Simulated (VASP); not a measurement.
Given:

```xyz
3
Lattice="0.0000 2.4930 2.4930 2.4930 0.0000 2.4930 2.4930 2.4930 0.0000" Properties=species:S:1:pos:R:3 pbc="T T T"
Zr     0.0000     0.0000     0.0000
O      1.2465     1.2465     1.2465
O      3.7396     3.7396     3.7396
```

Calculation: PBE GGA with D4 dispersion, VASP's PBE PAW potentials (set 64) (plane waves; VASP). Settings: 520 eV cut-off, 8×8×8 Γ-centred mesh, Gaussian smearing of 0.050 eV, potentials Zr_sv O.

Task: Give the stress tensor in GPa (positive for a compressed cell).

Result: 
```
17.34   0.00   0.00
 0.00  17.34   0.00
 0.00   0.00  17.34
```
The pressure is its mean diagonal, 17.34 GPa.

The compound is ZrO2 in the fluorite structure, the high-temperature cubic form, which is unstable at 0 K; the monoclinic form is the stable one. This cell is one point of a volume scan, at 0.94 of the reference volume.
